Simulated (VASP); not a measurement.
Runs of VASP 6.6.1 on Si3N4. It takes space group Fd-3m (No. 227, cubic). Conventional cell: a = 7.744 Å, b = 7.744 Å, c = 7.744 Å, α = 90.00°, β = 90.00°, γ = 90.00°. Si (site symmetry -3m) is surrounded by 6 N at 1.88 Å. Si (site symmetry -43m) is surrounded by 4 N at 1.78 Å. N (site symmetry 3m) has 4 Si at 1.78 to 1.88 Å as nearest neighbours. The cell is a database's computed one.

```csv
task,cell,k mesh,cutoff (eV),smearing,gap on the mesh (eV),pressure (GPa),relaxed volume (Å³/atom),largest force (eV/Å)
single point,cell and atoms relaxed tightly for response,6 × 6 × 6,520,gaussian 0.01 eV,3.28,0.3,-,0.01
relaxation of cell and atoms,relaxed from: cell and atoms relaxed tightly for response,6 × 6 × 6,600,gaussian 0.01 eV,3.28,0.0,8.30,-
single point,"Fd-3m, 8.29 Å³/atom",6 × 6 × 6,520,gaussian 0.02 eV,3.28,0.3,-,0.01
single point,"Fd-3m, 8.43 Å³/atom",4 × 4 × 4,520,gaussian 0.1 eV,(a),(b),-,0.06
relaxation of cell and atoms,relaxed,6 × 6 × 6,600,gaussian 0.02 eV,3.28,0.1,8.29,-
```

Alike in all rows: level PBEsol; potentials or basis VASP PAW PBE potentials, release 64 (Si, N); no spin polarisation.

Q: Fill in the values left out.

A: (a) 3.24; (b) -4.8.

Caveats: the PAW data sets were made with another functional, which shifts forces and pressure a little.

A k mesh can miss the band edges.
